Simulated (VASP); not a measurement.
These are PBEsol GGA, VASP's PBE PAW potentials (set 64) (plane waves; VASP) values and carry that method's errors.

VASP ran on this input.

### KPOINTS
```
Automatic mesh
0
Gamma
9 9 9
0 0 0
```

### INCAR
```
ISMEAR=1
IBRION=6   # finite differences
SYSTEM=YZn
EDIFF=1E-7
LASPH=T   # aspherical one-centre terms
ENCUT=530
PREC=Accurate
SIGMA=0.1
NFREE=2
NELM=100
POTIM=0.015
LWAVE=F
ALGO=Normal
LREAL=F   # projection in real space or not
NSW=1   # most ionic steps
GGA=PS
ISIF=3
LCHARG=F
LMAXMIX=4   # l cut-off of mixed one-centre charges
```

POSCAR:
```
YZn
1
    3.5174218308     0.0000000000     0.0000000000
    0.0000000000     3.5174218308     0.0000000000
    0.0000000000     0.0000000000     3.5174218308
Zn Y
1 1
Direct
  0.5000000000   0.5000000000   0.5000000000
  0.0000000000   0.0000000000   0.0000000000
```

POTCAR, in this order: Zn Y_sv (PBE.64 set). Program: vasp_std.

What VASP printed:

OSZICAR:
```
...
DAV:   2    -0.915041383455E+01    0.43448E-01   -0.60159E-02  7228   0.296E+00    0.950E-01
DAV:   3    -0.912793398985E+01    0.22480E-01   -0.41026E-02  8240   0.212E+00    0.295E-01
DAV:   4    -0.912807787865E+01   -0.14389E-03   -0.24635E-03  6598   0.496E-01    0.149E-01
DAV:   5    -0.912804099501E+01    0.36884E-04   -0.56781E-05  9888   0.178E-01    0.239E-02
DAV:   6    -0.912803717699E+01    0.38180E-05   -0.17770E-05  7678   0.383E-02    0.838E-03
DAV:   7    -0.912803717335E+01    0.36416E-08   -0.10233E-06  7170   0.131E-02    0.282E-03
DAV:   8    -0.912803715071E+01    0.22631E-07   -0.36746E-08  3880   0.344E-03
   9 F= -.91280372E+01 E0= -.91281416E+01  d E =0.313352E-03
       N       E                     dE             d eps       ncg     rms          rms(c)
DAV:   1    -0.916004776986E+01   -0.32011E-01   -0.10801E+00  6866   0.951E+00    0.114E+00
DAV:   2    -0.914070356978E+01    0.19344E-01   -0.37255E-02  7486   0.242E+00    0.652E-01
DAV:   3    -0.912811483589E+01    0.12589E-01   -0.19526E-02  8372   0.171E+00    0.173E-01
DAV:   4    -0.912807997527E+01    0.34861E-04   -0.15801E-03  6836   0.393E-01    0.100E-01
DAV:   5    -0.912803634315E+01    0.43632E-04   -0.14221E-04  8548   0.137E-01    0.166E-02
DAV:   6    -0.912803629791E+01    0.45236E-07   -0.18862E-05  6801   0.465E-02    0.415E-03
DAV:   7    -0.912803706515E+01   -0.76723E-06   -0.76607E-07  8733   0.116E-02    0.589E-04
DAV:   8    -0.912803711210E+01   -0.46956E-07   -0.36870E-08  3607   0.220E-03
  10 F= -.91280371E+01 E0= -.91281416E+01  d E =0.313329E-03
       N       E                     dE             d eps       ncg     rms          rms(c)
DAV:   1    -0.919370193266E+01   -0.65665E-01   -0.12437E+00  6626   0.105E+01    0.169E+00
DAV:   2    -0.915041463794E+01    0.43287E-01   -0.62177E-02  7687   0.306E+00    0.952E-01
DAV:   3    -0.912794180721E+01    0.22473E-01   -0.41469E-02  8361   0.216E+00    0.298E-01
DAV:   4    -0.912807602975E+01   -0.13422E-03   -0.25824E-03  6710   0.540E-01    0.165E-01
DAV:   5    -0.912804372252E+01    0.32307E-04   -0.80979E-05  9498   0.182E-01    0.213E-02
DAV:   6    -0.912803715497E+01    0.65676E-05   -0.23186E-05  8123   0.500E-02    0.583E-03
DAV:   7    -0.912803718809E+01   -0.33124E-07   -0.19897E-06  7496   0.192E-02    0.371E-03
DAV:   8    -0.912803715364E+01    0.34450E-07   -0.87175E-08  4153   0.531E-03
  11 F= -.91280372E+01 E0= -.91281416E+01  d E =0.313348E-03
       N       E                     dE             d eps       ncg     rms          rms(c)
DAV:   1    -0.917657506606E+01   -0.48538E-01   -0.10725E+00  6698   0.945E+00    0.113E+00
DAV:   2    -0.915141061645E+01    0.25164E-01   -0.37022E-02  7806   0.245E+00    0.652E-01
DAV:   3    -0.912983178519E+01    0.21579E-01   -0.20126E-02  8201   0.176E+00    0.163E-01
DAV:   4    -0.912909058149E+01    0.74120E-03   -0.16509E-03  6682   0.415E-01    0.947E-02
DAV:   5    -0.912813357621E+01    0.95701E-03   -0.13628E-04  8780   0.136E-01    0.168E-02
DAV:   6    -0.912809832346E+01    0.35253E-04   -0.16629E-05  6990   0.429E-02    0.438E-03
DAV:   7    -0.912804545585E+01    0.52868E-04   -0.89119E-07  8368   0.131E-02    0.911E-04
DAV:   8    -0.912803891620E+01    0.65396E-05   -0.59837E-08  3593   0.323E-03    0.352E-04
DAV:   9    -0.912803775558E+01    0.11606E-05   -0.82510E-09  3530   0.100E-03    0.181E-04
DAV:  10    -0.912803725305E+01    0.50253E-06   -0.21084E-09  3383   0.528E-04    0.526E-05
DAV:  11    -0.912803713795E+01    0.11509E-06   -0.78668E-10  3292   0.311E-04    0.315E-05
DAV:  12    -0.912803714915E+01   -0.11200E-07   -0.33564E-10  3313   0.185E-04
  12 F= -.91280371E+01 E0= -.91281416E+01  d E =0.313352E-03
       N       E                     dE             d eps       ncg     rms          rms(c)
DAV:   1    -0.919379700618E+01   -0.65760E-01   -0.12553E+00  6714   0.106E+01    0.170E+00
DAV:   2    -0.915040012769E+01    0.43397E-01   -0.61323E-02  7552   0.300E+00    0.951E-01
DAV:   3    -0.912793814179E+01    0.22462E-01   -0.41231E-02  8307   0.214E+00    0.297E-01
DAV:   4    -0.912807637194E+01   -0.13823E-03   -0.25135E-03  6689   0.520E-01    0.157E-01
DAV:   5    -0.912804227750E+01    0.34094E-04   -0.70435E-05  9834   0.180E-01    0.212E-02
DAV:   6    -0.912803718292E+01    0.50946E-05   -0.20191E-05  7546   0.440E-02    0.638E-03
DAV:   7    -0.912803718397E+01   -0.10500E-08   -0.16906E-06  7490   0.184E-02    0.343E-03
DAV:   8    -0.912803715197E+01    0.32004E-07   -0.85136E-08  4076   0.521E-03
  13 F= -.91280372E+01 E0= -.91281416E+01  d E =0.313351E-03
       N       E                     dE             d eps       ncg     rms          rms(c)
DAV:   1    -0.916370189417E+01   -0.35665E-01   -0.16330E+00  2250   0.108E+01    0.735E-01
DAV:   2    -0.914848036633E+01    0.15222E-01   -0.22957E-02  2908   0.203E+00    0.453E-01
DAV:   3    -0.912975859398E+01    0.18722E-01   -0.11308E-02  3326   0.141E+00    0.332E-02
DAV:   4    -0.912953372878E+01    0.22487E-03   -0.94002E-04  2614   0.308E-01    0.202E-02
DAV:   5    -0.912930188413E+01    0.23184E-03   -0.16997E-05  3375   0.427E-02    0.904E-03
DAV:   6    -0.912919711993E+01    0.10476E-03   -0.33366E-06  2845   0.250E-02    0.169E-03
DAV:   7    -0.912919030756E+01    0.68124E-05   -0.26807E-07  2432   0.812E-03    0.602E-04
DAV:   8    -0.912918977322E+01    0.53434E-06   -0.23553E-08  1342   0.224E-03    0.166E-04
DAV:   9    -0.912918935150E+01    0.42172E-06   -0.45767E-09  1314   0.649E-04    0.145E-04
DAV:  10    -0.912918944895E+01   -0.97449E-07   -0.13663E-09  1272   0.414E-04
  14 F= -.91291894E+01 E0= -.91292226E+01  d E =0.993177E-04
       N       E                     dE             d eps       ncg     rms          rms(c)
DAV:   1    -0.912891287554E+01    0.27648E-03   -0.32780E+00  2250   0.119E+01    0.306E-01
DAV:   2    -0.912925459435E+01   -0.34172E-03   -0.45502E-03  2768   0.557E-01    0.167E-01
DAV:   3    -0.912919043339E+01    0.64161E-04   -0.11083E-04  2432   0.956E-02    0.121E-02
DAV:   4    -0.912918955734E+01    0.87605E-06   -0.50952E-06  2866   0.285E-02    0.441E-03
DAV:   5    -0.912918938734E+01    0.17000E-06   -0.82605E-07  3255   0.112E-02    0.141E-03
DAV:   6    -0.912918938636E+01    0.97452E-09   -0.99953E-08  1749   0.336E-03
  15 F= -.91291894E+01 E0= -.91292225E+01  d E =0.993223E-04
       N       E                     dE             d eps       ncg     rms          rms(c)
DAV:   1    -0.912655024203E+01    0.26391E-02   -0.14907E+00  2250   0.112E+01    0.142E-01
DAV:   2    -0.912926457133E+01   -0.27143E-02   -0.29893E-02  2446   0.123E+00    0.953E-02
DAV:   3    -0.912925697030E+01    0.76010E-05   -0.52159E-04  2782   0.158E-01    0.695E-02
DAV:   4    -0.912920701210E+01    0.49958E-04   -0.67839E-05  3221   0.876E-02    0.221E-02
DAV:   5    -0.912920494764E+01    0.20645E-05   -0.31327E-05  2572   0.489E-02    0.106E-02
DAV:   6    -0.912920443613E+01    0.51151E-06   -0.88159E-06  2390   0.216E-02    0.461E-03
DAV:   7    -0.912920438883E+01    0.47294E-07   -0.76205E-07  2544   0.776E-03
  16 F= -.91292044E+01 E0= -.91292375E+01  d E =0.992556E-04
       N       E                     dE             d eps       ncg     rms          rms(c)
DAV:   1    -0.912186329298E+01    0.73411E-02   -0.12089E+00  2250   0.866E+00    0.380E-01
DAV:   2    -0.912926784280E+01   -0.74045E-02   -0.78301E-02  2411   0.176E+00    0.210E-01
DAV:   3    -0.912926081109E+01    0.70317E-05   -0.11701E-03  2719   0.250E-01    0.121E-01
DAV:   4    -0.912920362497E+01    0.57186E-04   -0.19315E-04  3251   0.136E-01    0.181E-02
DAV:   5    -0.912920519370E+01   -0.15687E-05   -0.28394E-05  2593   0.367E-02    0.965E-03
DAV:   6    -0.912920438828E+01    0.80542E-06   -0.38264E-06  2551   0.188E-02    0.271E-03
DAV:   7    -0.912920439102E+01   -0.27430E-08   -0.62055E-07  2488   0.610E-03
  17 F= -.91292044E+01 E0= -.91292375E+01  d E =0.992276E-04
```

### OUTCAR
```
------------------------ aborting loop because EDIFF is reached ----------------------------------------
  FORCE on cell =-STRESS in cart. coord.  units (eV):
  Direction    XX          YY          ZZ          XY          YZ          ZX
  --------------------------------------------------------------------------------------
  Total        0.0517985      0.0524012      0.0524012      0.0000000      0.0000000      0.0000000
  in kB        1.9070153      1.9292055      1.9292055      0.0000000      0.0000000      0.0000000
  external PRESSURE =       1.9218088 kB  Pullay stress =       0.0000000 kB
  volume of cell :       43.52
      direct lattice vectors                 reciprocal lattice vectors
     3.517421831  0.000000000  0.000000000     0.284299140  0.000000000  0.000000000
     0.000000000  3.517421831  0.000000000     0.000000000  0.284299140  0.000000000
     0.000000000  0.000000000  3.517421831     0.000000000  0.000000000  0.284299140
 POSITION                                       TOTAL-FORCE (eV/Angst)
 -----------------------------------------------------------------------------------
      1.75871      1.75871      1.75871        -0.046371      0.000000     -0.000000
     -0.01500      0.00000      0.00000         0.046371      0.000000      0.000000
 -----------------------------------------------------------------------------------
    total drift:                               -0.000129      0.000000     -0.000000
  FREE ENERGIE OF THE ION-ELECTRON SYSTEM (eV)
  ---------------------------------------------------
  free  energy   TOTEN  =        -9.1292043910 eV

  energy  without entropy=       -9.1293036186  energy(sigma->0) =       -9.12923747

   1 f  =    4.504821 THz    28.304628 2PiTHz  150.264668 cm-1    18.630436 meV
             X         Y         Z           dx          dy          dz
      1.758711  1.758711  1.758711     0.762195   -0.000000    0.000000
      0.000000  0.000000  0.000000    -0.647347    0.000000    0.000000

   2 f  =    4.504821 THz    28.304628 2PiTHz  150.264668 cm-1    18.630436 meV
             X         Y         Z           dx          dy          dz
      1.758711  1.758711  1.758711     0.000000    0.762195   -0.000000
      0.000000  0.000000  0.000000     0.000000   -0.647347    0.000000

   3 f  =    4.504821 THz    28.304628 2PiTHz  150.264668 cm-1    18.630436 meV
             X         Y         Z           dx          dy          dz
      1.758711  1.758711  1.758711    -0.000000    0.000000    0.762195
      0.000000  0.000000  0.000000     0.000000   -0.000000   -0.647347

   4 f/i=    0.021609 THz     0.135775 2PiTHz    0.720809 cm-1     0.089369 meV
             X         Y         Z           dx          dy          dz
      1.758711  1.758711  1.758711    -0.178111    0.609004    0.128252
      0.000000  0.000000  0.000000    -0.209710    0.717050    0.151006

   5 f/i=    0.021609 THz     0.135775 2PiTHz    0.720809 cm-1     0.089369 meV
             X         Y         Z           dx          dy          dz
      1.758711  1.758711  1.758711     0.069387   -0.113138    0.633596
      0.000000  0.000000  0.000000     0.081697   -0.133210    0.746004

   6 f/i=    0.021609 THz     0.135775 2PiTHz    0.720809 cm-1     0.089369 meV
             X         Y         Z           dx          dy          dz
      1.758711  1.758711  1.758711     0.618482    0.188075   -0.034149
      0.000000  0.000000  0.000000     0.728209    0.221441   -0.040207

 ELASTIC MODULI CONTR FROM IONIC RELAXATION (kBar)
 Direction    XX          YY          ZZ          XY          YZ          ZX
 --------------------------------------------------------------------------------
 XX           0.0000      0.0000      0.0000      0.0000      0.0000      0.0000
 YY           0.0000      0.0000      0.0000      0.0000      0.0000      0.0000
 ZZ           0.0000      0.0000      0.0000      0.0000      0.0000      0.0000
 XY           0.0000      0.0000      0.0000      0.0000      0.0000      0.0000
 YZ           0.0000      0.0000      0.0000      0.0000      0.0000      0.0000
 ZX           0.0000      0.0000      0.0000      0.0000      0.0000      0.0000
 --------------------------------------------------------------------------------

 TOTAL ELASTIC MODULI (kBar)
 Direction    XX          YY          ZZ          XY          YZ          ZX
 --------------------------------------------------------------------------------
 XX        1052.1656    486.7326    486.7326      0.0000      0.0000      0.0000
 YY         486.7326   1052.1656    486.7326      0.0000      0.0000     -0.0000
 ZZ         486.7326    486.7326   1052.1656     -0.0000     -0.0000     -0.0000
 XY           0.0000      0.0000     -0.0000    497.8016      0.0000      0.0000
 YZ           0.0000      0.0000     -0.0000      0.0000    497.8016      0.0000
 ZX           0.0000     -0.0000     -0.0000      0.0000      0.0000    497.8016
 --------------------------------------------------------------------------------
```
(Selected blocks of OUTCAR.)

Finite-difference elastic constants of metals are sensitive to mesh and smearing; shear constants can be off by tens of GPa.

The structure comes from a measured YZn entry (Pm-3m) of the Crystallography Open Database, whose conditions weren't checked. It was relaxed first. The electron count is odd and the run is not spin-polarised, which forces a metal.
